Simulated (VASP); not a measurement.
```xyz
2
Lattice="2.9917 0.0000 0.0000 0.0000 2.9917 0.0000 0.0000 0.0000 2.9917" Properties=species:S:1:pos:R:3 pbc="T T T"
Zn     1.4959     1.4959     1.4959
Cu     0.0000     0.0000     0.0000
```

The numbers are results of optB88-vdW, VASP's PBE PAW potentials (set 64) (plane waves; VASP 6.6.1), not measurements. Run with 520 eV cut-off, 12×12×12 Γ-centred mesh, first-order Methfessel-Paxton smearing of 0.10 eV, potentials Zn Cu.

Task: Estimate the energy per atom (σ→0), pressure, band gap (on the k-mesh) with the smallest direct gap where there is one.

Result: 
| Quantity | Value |
|---|---|
| band gap (on the k-mesh) | none (metal, semimetal or under 0.01 eV) |
| energy per atom (σ→0) | 0.604 eV/atom |
| pressure | -2.71 GPa |

Only differences to runs with the same potentials and settings are physical.

The compound is CuZn in the CsCl type structure. This cell is one point of a volume scan, at 1.03 of the reference volume. The electron count is odd and the run is not spin-polarised, which forces a metal.
